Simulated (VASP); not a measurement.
OSZICAR of a VASP run on HfSi (relaxed from the WC structure, space group P-6m2):

File OSZICAR:
```
       N       E                     dE             d eps       ncg     rms          rms(c)
DAV:   1    -0.240180269301E+02   -0.24018E+02   -0.65425E+03  1872   0.947E+02
DAV:   2    -0.571082945817E+02   -0.33090E+02   -0.31488E+02  2317   0.172E+02
DAV:   3    -0.582844854955E+02   -0.11762E+01   -0.11642E+01  2405   0.246E+01
DAV:   4    -0.582995267392E+02   -0.15041E-01   -0.15023E-01  2208   0.319E+00
DAV:   5    -0.582998231749E+02   -0.29644E-03   -0.29639E-03  2558   0.379E-01    0.498E+01
DAV:   6    -0.544746877475E+02    0.38251E+01   -0.16145E+00  2234   0.101E+01    0.321E+01
DAV:   7    -0.547899300184E+02   -0.31524E+00   -0.13450E+00  2263   0.885E+00    0.398E+00
DAV:   8    -0.543806054527E+02    0.40932E+00   -0.71166E-01  1926   0.793E+00    0.548E+00
DAV:   9    -0.545209951761E+02   -0.14039E+00   -0.28963E-01  2084   0.472E+00    0.111E+00
DAV:  10    -0.545167562866E+02    0.42389E-02   -0.23931E-02  2062   0.119E+00    0.740E-01
DAV:  11    -0.545357974894E+02   -0.19041E-01   -0.23456E-02  2009   0.110E+00    0.337E-01
DAV:  12    -0.545290493321E+02    0.67482E-02   -0.44823E-03  2130   0.623E-01    0.597E-01
DAV:  13    -0.545350252575E+02   -0.59759E-02   -0.21863E-03  1923   0.440E-01    0.220E-01
DAV:  14    -0.545361958531E+02   -0.11706E-02   -0.13628E-03  2184   0.325E-01    0.300E-02
DAV:  15    -0.545362003072E+02   -0.44542E-05   -0.38537E-05  2228   0.551E-02    0.201E-02
DAV:  16    -0.545362022391E+02   -0.19319E-05   -0.10051E-05  2075   0.367E-02    0.205E-02
DAV:  17    -0.545362013090E+02    0.93010E-06   -0.27845E-06  2021   0.184E-02
   1 F= -.54536201E+02 E0= -.54536232E+02  d E =-.545362E+02
       N       E                     dE             d eps       ncg     rms          rms(c)
DAV:   1    -0.545364263713E+02   -0.22413E-03   -0.11479E-02  1884   0.932E-01    0.269E-01
DAV:   2    -0.545362710146E+02    0.15536E-03   -0.37950E-04  2134   0.163E-01    0.562E-02
DAV:   3    -0.545362568633E+02    0.14151E-04   -0.59574E-05  2216   0.664E-02    0.277E-02
DAV:   4    -0.545362431154E+02    0.13748E-04   -0.29668E-05  2345   0.424E-02    0.174E-02
DAV:   5    -0.545362433180E+02   -0.20266E-06   -0.56246E-06  2004   0.222E-02
   2 F= -.54536243E+02 E0= -.54536279E+02  d E =-.420090E-04
       N       E                     dE             d eps       ncg     rms          rms(c)
DAV:   1    -0.545362673726E+02   -0.24257E-04   -0.95886E-04  1875   0.268E-01    0.770E-02
DAV:   2    -0.545362535989E+02    0.13774E-04   -0.33518E-05  2160   0.489E-02    0.165E-02
DAV:   3    -0.545362526255E+02    0.97339E-06   -0.56247E-06  2172   0.213E-02
   3 F= -.54536253E+02 E0= -.54536288E+02  d E =-.513165E-04
       N       E                     dE             d eps       ncg     rms          rms(c)
DAV:   1    -0.545362537870E+02   -0.18808E-06   -0.17851E-04  1881   0.118E-01    0.358E-02
DAV:   2    -0.545362507618E+02    0.30253E-05   -0.62406E-06  2131   0.208E-02    0.753E-03
DAV:   3    -0.545362504624E+02    0.29936E-06   -0.96798E-07  1078   0.878E-03
   4 F= -.54536250E+02 E0= -.54536285E+02  d E =-.491534E-04
       N       E                     dE             d eps       ncg     rms          rms(c)
DAV:   1    -0.545362511203E+02   -0.35859E-06   -0.15367E-05  1890   0.342E-02    0.901E-03
DAV:   2    -0.545362511569E+02   -0.36599E-07   -0.51890E-07   972   0.677E-03
   5 F= -.54536251E+02 E0= -.54536286E+02  d E =-.498479E-04
       N       E                     dE             d eps       ncg     rms          rms(c)
DAV:   1    -0.545362524011E+02   -0.12807E-05   -0.28284E-05  1884   0.461E-02    0.136E-02
DAV:   2    -0.545362519936E+02    0.40749E-06   -0.97307E-07  1082   0.849E-03
   6 F= -.54536252E+02 E0= -.54536287E+02  d E =-.506846E-04
       N       E                     dE             d eps       ncg     rms          rms(c)
DAV:   1    -0.545362522919E+02    0.10918E-06   -0.64128E-06  1917   0.217E-02    0.703E-03
DAV:   2    -0.545362521225E+02    0.16944E-06   -0.33253E-07   963   0.475E-03
   7 F= -.54536252E+02 E0= -.54536287E+02  d E =-.508135E-04
       N       E                     dE             d eps       ncg     rms          rms(c)
DAV:   1    -0.545363678955E+02   -0.11560E-03   -0.40357E-03  1906   0.539E-01    0.863E-02
DAV:   2    -0.545362772160E+02    0.90680E-04   -0.16260E-04  2001   0.104E-01    0.277E-02
DAV:   3    -0.545362704676E+02    0.67484E-05   -0.51165E-05  2270   0.530E-02    0.271E-02
DAV:   4    -0.545362703147E+02    0.15290E-06   -0.35797E-06  2052   0.166E-02
   8 F= -.54536270E+02 E0= -.54536306E+02  d E =-.181922E-04
```

Question: Which electronic solver shows in the log?

Answer: It is blocked Davidson (ALGO = Normal, or the opening steps of other solvers). The INCAR had ALGO = Normal.

Question: Can the final energy be trusted as converged?

Answer: The run converged. It stopped with EDIFF = 1E-6, NELM = 100, NSW = 60 and EDIFFG = -0.01 after 8 ionic steps (r2SCAN meta-GGA, plane waves, VASP's PBE PAW potentials (set 64)).

The structure was generated: HfSi was put into the WC type (P-6m2), which need not be its known phase. This run relaxes it. Symmetry was kept, so distortions that lower it aren't found. The start is the result of an earlier pass.
